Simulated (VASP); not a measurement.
**HfO2: transverse stress against strain**

HfO2 (fluorite, Fm-3m, 10.305 Å³/atom and stress up to 0.30 GPa in the relaxed cell, cube axes along x, y and z) under a strain ε along a cube axis (axis z), the other axes held. LDA in VASP (plane waves, PAW), 600 eV, 10×10×10 Γ-centred mesh, Gaussian smearing 0.05 eV; ions are relaxed, or left where forces stay under 0.02 eV/Å, within the symmetry of each cell. Against the start cell, which lies near the measured one, the relaxed cell differs by -5.7 % in volume; the values below rest on it. Stress is positive for a compressed cell.

Here s stands for strain and y for stress xx.

```csv
strain (%),stress xx (GPa)
-3.00,?
-1.50,1.64
-1.00,0.97
-0.50,0.32
0.00,-0.30
0.50,-0.89
1.00,-1.46
1.50,-2.00
```

Fit y of the 7 rows that show it with a straight line. Means: s 0, y -0.246. About the means, the sum of products is -8.4950 and the sum of squares of s is 7.0000; the slope is their ratio. Least squares gives y = -0.246 - 1.2136·s. Residuals (row less fit): 0.066, 0.002, -0.041, -0.054, -0.037, 0.000, 0.066; standard error 0.054 (degrees of freedom: 5). The slope gives the elastic constant C12 = 121 ± 2 GPa (± standard error of the fit, which holds the terms cut off).

Predict the withheld y at s = -3.00 from the fit, and compare with the calculation.

y = -0.246 - 1.2136 × (-3.0) = 3.395 GPa. The calculation gives 3.83 GPa, 0.435 GPa above the prediction (7.5 % of the range of y in the table). The row lies outside the fitted rows, so this is an extrapolation. From the scatter of the fitted rows alone, a prediction at this place has a standard error of 0.084 GPa, so the miss is 5.2 times that.

A polynomial of degree 2 through the 12 other runs of the series gives 3.82 there, so most of the miss is curvature that the fit leaves out. The primitive cell can neither tilt nor turn polar against its symmetry, as such crystals can under strain. HfO2 is here the high-temperature cubic form, which is unstable at 0 K; the monoclinic form is the stable one. Rows are the converged runs of the series near zero and its far end; series whose fitted rows scatter by over a few per cent of the range, as at a crossing or softening among them, aren't shown in this form, nor equations of state whose B0' disagrees with the runs' pressures. Most that stay on the fit to the last digits aren't either.
